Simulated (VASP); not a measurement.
Here is the system:

```yaml
crystal:
  lattice:
    - [0.00000, 2.76953, 2.76953]
    - [2.76953, 0.00000, 2.76953]
    - [2.76953, 2.76953, 0.00000]
  atoms:
    - { symbol: Li, position: [0.25000, 0.25000, 0.25000] }
    - { symbol: Li, position: [0.75000, 0.75000, 0.75000] }
    - { symbol: S, position: [0.00000, 0.00000, 0.00000] }
```

Computed with PBE GGA with D3 dispersion (zero damping), VASP's PBE PAW potentials (set 64) (plane waves; VASP). Run with 520 eV cut-off, 7×7×7 Γ-centred mesh, Gaussian smearing of 0.050 eV, potentials Li_sv S.

Task: Predict the energy per atom (σ→0), pressure.

Result: 
```
Property                       Result
---------------------  --------------
energy per atom (σ→0)  -4.183 eV/atom
pressure                     1.54 GPa
```

Total energies compare only between runs with the same potentials, cut-off and functional.

The compound is Li2S in the antifluorite structure. This cell is one point of a volume scan, at 0.97 of the reference volume.
